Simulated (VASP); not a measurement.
```
CELL_PARAMETERS angstrom
     -1.81350     1.81350     3.72750
      1.81350    -1.81350     3.72750
      1.81350     1.81350    -3.72750
ATOMIC_POSITIONS crystal
  Ni 0.75000 0.25000 0.50000
  Ni 0.25000 0.75000 0.50000
  Ni 0.50000 0.50000 0.00000
  Ta 0.00000 0.00000 0.00000
```
Starting moments (μB, in the order of the record's atoms Ni Ni Ni Ta): 2.0 2.0 2.0 0.0.

The numbers are results of PBEsol GGA, VASP's PBE PAW potentials (set 64) (plane waves; VASP), not measurements. Settings: 300 eV cut-off, 7×7×7 Γ-centred mesh, Gaussian smearing of 0.050 eV, potentials Ni Ta_pv.

At this cut-off the stress carries a Pulay error, which pulls relaxed volumes low. Energy and stress use the plane-wave basis of the starting cell.

The ions, cell shape and volume are relaxed. Predict the relaxed structure.

```
CELL_PARAMETERS angstrom
     -1.79424     1.79424     3.69589
      1.79424    -1.79424     3.69589
      1.79424     1.79424    -3.69589
ATOMIC_POSITIONS crystal
  Ni 0.75000 0.25000 0.50000
  Ni 0.25000 0.75000 0.50000
  Ni 0.50000 0.50000 0.00000
  Ta 0.00000 0.00000 0.00000
```
Space group I4/mmm (139), at a tolerance of 0.03 Å. The cell ends with 0.00 μB, on the sites 0.00 0.00 0.00 0.00 μB.

How do energy and volume change from the first to the last step?

The energy (σ→0) changes by -8.4 meV/atom and the volume by -2.9 %, in 6 ionic steps.

```csv
step,E(σ→0) (eV),max force (eV/Å),pressure (GPa),volume (Å³)
1,-32.4992,0.000,-7.11,49.04
2,-32.4401,0.000,13.53,45.27
3,-32.5329,0.000,-0.12,47.58
4,-32.5329,0.000,0.00,47.55
5,-32.5329,0.000,0.15,47.52
6,-32.5329,0.000,-0.06,47.59
```

The structure comes from a measured TaNi3 entry of the Crystallography Open Database, whose conditions weren't checked. This run relaxes it. Symmetry was kept, so distortions that lower it aren't found. The k-mesh is coarse (spacing up to 0.35 per Å, 2π included), so the numbers may not be converged in it. The run is one of a series of settings (EDIFFG = -0.01, IBRION = 2, ISIF = 3, NSW = 50 against the base run), some of them coarse on purpose.
